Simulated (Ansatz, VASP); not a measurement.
# GaF: VASP beside Ansatz

INCAR

```
PREC = Accurate
ENCUT = 600
EDIFF = 1E-6
ISMEAR = -1
SIGMA = 0.05
LREAL = F
LASPH = T
NELM = 80
ALGO = Normal
ISIF = 2
LWAVE = F
LCHARG = F
GGA = PE
NBANDS = 17
```

The input KPOINTS:

```
regular mesh
0
Gamma
  8 8 8
```

POSCAR

```
GaF
1.0
    3.1659200000      0.0000000000      0.0000000000
    0.0000000000      3.1659200000      0.0000000000
    0.0000000000      0.0000000000      3.1659200000
Ga F
1 1
Direct
    0.0000000000      0.0000000000      0.0000000000
    0.5000000000      0.5000000000      0.5000000000
```

Contents of KPOINTS_OPT:

```
path GXMGRX,MR
10
line-mode
reciprocal
 0.0000000000  0.0000000000  0.0000000000  G
 0.0000000000  0.5000000000  0.0000000000  X

 0.0000000000  0.5000000000  0.0000000000  X
 0.5000000000  0.5000000000  0.0000000000  M

 0.5000000000  0.5000000000  0.0000000000  M
 0.0000000000  0.0000000000  0.0000000000  G

 0.0000000000  0.0000000000  0.0000000000  G
 0.5000000000  0.5000000000  0.5000000000  R

 0.5000000000  0.5000000000  0.5000000000  R
 0.0000000000  0.5000000000  0.0000000000  X

 0.5000000000  0.5000000000  0.0000000000  M
 0.5000000000  0.5000000000  0.5000000000  R
```

Contents of input.yaml:

```yaml
crystal:
  lattice:
    - [3.16592, 0.0, 0.0]
    - [0.0, 3.16592, 0.0]
    - [0.0, 0.0, 3.16592]
  atoms:
    - { symbol: Ga, position: [0.0, 0.0, 0.0] }
    - { symbol: F, position: [0.5, 0.5, 0.5] }
hamiltonian:
  xc: pbe
  pseudopotentials: { kind: paw }
kpoints:
  mp_grid: { grid: [8, 8, 8] }
  band_path:
    path:
      - [[0.0, 0.0, 0.0], [0.0, 0.5, 0.0], [0.5, 0.5, 0.0], [0.0, 0.0, 0.0], [0.5, 0.5, 0.5], [0.0, 0.5, 0.0]]
      - [[0.5, 0.5, 0.0], [0.5, 0.5, 0.5]]
    npoints: 14
scf:
  occupations: { method: fermi_dirac, width: 0.05 }
  n_extra_bands: 6
output:
  forces: true
  stress: true
  eigenvalues: true
  fatbands: true
```

The cell was built by a generator and needn't be a form met in nature.

Alike in both runs: task band structure; functional PBE; k mesh 8 × 8 × 8; occupations fermi-dirac, width 0.05 eV; no spin polarisation.

|  | VASP | Ansatz |
| --- | --- | --- |
| version | VASP 6.6.1 | Ansatz 0.2.0 |
| potentials or method | VASP PAW PBE potentials, release 64 (Ga_d_GW, F_GW) | Ansatz PAW |
| plane-wave cutoff (eV) | 600 | 420 |
| valence electrons in the cell | 20 | 20 |

Ansatz gave:

| Item | Value |
| --- | --- |
| gap on the k mesh at the Fermi level (eV) | 0.34 |
| least direct gap on the mesh (eV) | 1.13 |
| gap along the band path (eV) | 0.34 |

**Question.** What did VASP give for the same quantities?

**Answer.** gap on the k mesh at the Fermi level (eV): 0.33; least direct gap on the mesh (eV): 1.12; gap along the band path (eV): 0.33.

The functional is the same, so the differences come from potentials, cutoffs and numerics.

 PBE gaps usually lie below the measured ones, often by a third to a half.
